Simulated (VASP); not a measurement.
Energy against volume of Ba (bcc). All values below come from PBE GGA, VASP's PBE PAW potentials (set 64) (plane waves; VASP). Run with 520 eV cut-off, 10×10×10 Γ-centred mesh, first-order Methfessel-Paxton smearing of 0.10 eV, potentials Ba_sv.

| V (Å³/atom) | E (eV/atom) |
|---|---|
| 60.048 | -1.90000 |
| 61.965 | -1.90487 |
| 63.881 | -1.90634 |
| 65.797 | -1.90473 |

Fit these four points and predict the energy of the run at 67.714 Å³/atom.

A cubic in V^(−2/3), the third-order Birch-Murnaghan form, passes through the four points with V0 = 63.81 Å³/atom and B0 = 9 GPa, and gives -1.9003 eV/atom there. The run gave -1.9003 eV/atom, +0.0 meV/atom from the fit; all five points give B0 = 9 GPa.

The compound is Ba in the bcc structure. It was relaxed first.
